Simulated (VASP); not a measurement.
An input for Ansatz (written as the equivalent of a VASP run, and not itself run):

Ansatz 0.2 input:
```yaml
crystal:
  lattice:
    - [0.0000000, 2.1577150, 2.1577150]
    - [2.1577150, 0.0000000, 2.1577150]
    - [2.1577150, 2.1577150, 0.0000000]
  atoms:
    - { symbol: Hf, position: [1.0000000, 1.0000000, 1.0000000] }
    - { symbol: N, position: [0.5000000, 0.5000000, 0.5000000] }
kpoints:
  mp_grid: { grid: [15, 15, 15] }
hamiltonian:
  xc: pbesol
  pseudopotentials: { kind: paw }
scf:
  occupations: { method: methfessel_paxton, width: 0.1 }
  max_iter: 100
relax:
  max_steps: 40
  f_tol: 0.02
  cell: { p_target: 45 }
output: { forces: true, stress: true, eigenvalues: true }
```

Question: Write the VASP files for the same calculation (PBEsol).

Answer: Several could match; the one computed here: 
**POSCAR**
```
HfN
1
    0.0000000000     2.1577150239     2.1577150239
    2.1577150239     0.0000000000     2.1577150239
    2.1577150239     2.1577150239    -0.0000000000
Hf N
1 1
Direct
  1.0000000000   1.0000000000   1.0000000000
  0.5000000000   0.5000000000   0.5000000000
```

File KPOINTS:
```
Regular mesh
0
G
15 15 15
0 0 0
```

**INCAR**
```
ALGO=Normal
EDIFF=1E-6
EDIFFG=-0.02
ENCUT=620
GGA=PS
IBRION=2
ISIF=3
ISMEAR=1
LASPH=.TRUE.
LCHARG=.FALSE.
LMAXMIX=6
LREAL=.FALSE.
LWAVE=.FALSE.
NELM=100
NSW=40
PREC=Accurate
PSTRESS=450
SIGMA=0.1
SYSTEM=HfN
```

POTCAR, in this order: Hf_pv N (PBE.64 set). Program: vasp_std.

Limits of the translation: each code has its own PAW files, so the cut-off isn't converted (ENCUT is set for VASP's; basis.ecutwfc is left out, and Ansatz then takes the one that its files recommend); Ansatz stops its SCF on the density residual and VASP on the energy change (EDIFF).

The compound is HfN in the rock salt structure. It was relaxed first under an external pressure of 45 GPa.
